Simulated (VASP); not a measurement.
Data:

```xyz
2
Lattice="0.0000 3.4853 3.4853 3.4853 0.0000 3.4853 3.4853 3.4853 0.0000" Properties=species:S:1:pos:R:3 pbc="T T T"
K      0.0000     0.0000     0.0000
I      3.4853     3.4853     3.4853
```

Calculation: PBE GGA, VASP's PBE PAW potentials (set 64) (plane waves; VASP 6.6.1). Run with 480 eV cut-off, 6×6×6 Γ-centred mesh, Gaussian smearing of 0.050 eV, potentials K_sv I.

Q: Give the stress tensor in GPa (positive for a compressed cell).

A: 
```
1.21  0.00  0.00
0.00  1.21  0.00
0.00  0.00  1.21
```
The pressure is its mean diagonal, 1.21 GPa.

The compound is KI in the rock salt structure. This cell was strained or had an atom moved on purpose.
